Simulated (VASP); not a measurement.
Given:

```xyz
2
Lattice="0.0000 2.6341 2.6341 2.6341 0.0000 2.6341 2.6341 2.6341 0.0000" Properties=species:S:1:pos:R:3 pbc="T T T"
Cu     5.2683     5.2683     5.2683
Cl     1.3171     1.3171     1.3171
```

Level of theory: AM05 GGA, VASP's PBE PAW potentials (set 64) (plane waves; VASP). Numerical set-up: 520 eV cut-off, 9×9×9 Γ-centred mesh, Gaussian smearing of 0.050 eV, potentials Cu Cl.

Question: Estimate the energy per atom (σ→0), pressure, band gap (on the k-mesh) with the smallest direct gap where there is one.

Answer: 
The band gap (on the k-mesh) is 0.71 eV and the smallest direct gap (on the k-mesh) is 0.71 eV. The energy per atom (σ→0) comes out as -317.7 kJ/mol of atoms and the pressure is 1.90 GPa.

The compound is CuCl in the zinc blende structure. This cell is one point of a volume scan, at 0.97 of the reference volume.
